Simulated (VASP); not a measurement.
All values below come from PBE GGA, VASP's PBE PAW potentials (set 64) (plane waves; VASP).

The input files of a VASP run:

File KPOINTS:
```
Automatic mesh
0
Gamma
9 9 9
0 0 0
```

**POSCAR**
```
PtAl2
1.0
  0.0000000000   2.9366559998   2.9366559998
  2.9366559998   0.0000000000   2.9366559998
  2.9366559998   2.9366559998   0.0000000000
Al Pt
2 1
direct
  0.2500000000   0.2500000000   0.2500000000
  0.7500000000   0.7500000000   0.7500000000
  0.0000000000   0.0000000000   0.0000000000
```

### INCAR
```
SYSTEM  =  PtAl2
PREC  =  Accurate; ENCUT  =  500; LREAL  =  F
LASPH  =  T
EDIFF  =  1E-6; NELM  =  100; ALGO  =  Normal
LMAXMIX  =  6
ISMEAR  =  1; SIGMA  =  0.1
GGA  =  PE
IBRION  =  2; NSW  =  40; ISIF  =  3
EDIFFG  =  -0.02; PSTRESS  =  100
LWAVE  =  F; LCHARG  =  F
```

POTCAR, in this order: Al Pt (PBE.64 set). Program: vasp_std.

Energy and stress use the plane-wave basis of the starting cell. Unless said otherwise, spin-orbit coupling is left out, though it shifts the bands of the heavy elements here.

### Question
What does the run give for the energy per atom (σ→0), volume per atom, band gap (on the k-mesh)?

### Answer

```json
{
 "energy per atom (σ→0)": "-5.389 eV/atom",
 "band gap (on the k-mesh)": "none (metal, semimetal or under 0.01 eV)",
 "volume_per_atom": "16.38 Å³/atom"
}
```

### OSZICAR
```
...
DAV:   2    -0.161780922080E+02    0.31004E+00   -0.15750E+00   920   0.136E+01    0.939E-01
DAV:   3    -0.161676874566E+02    0.10405E-01   -0.50957E-02   892   0.242E+00    0.475E-01
DAV:   4    -0.161654476223E+02    0.22398E-02   -0.63337E-03   928   0.460E-01    0.129E-01
DAV:   5    -0.161654378917E+02    0.97305E-05   -0.89768E-04   964   0.307E-01    0.702E-02
DAV:   6    -0.161654329463E+02    0.49455E-05   -0.12853E-04   956   0.115E-01    0.222E-02
DAV:   7    -0.161654351232E+02   -0.21770E-05   -0.52350E-06   976   0.164E-02    0.319E-03
DAV:   8    -0.161654347589E+02    0.36435E-06   -0.95305E-07   560   0.889E-03
   3 F= -.13099275E+02 E0= -.13099512E+02  d E =-.248949E-01
```

The compound is PtAl2 in the fluorite structure. This run relaxes it under an external pressure of 10 GPa. Symmetry was kept, so distortions that lower it aren't found.
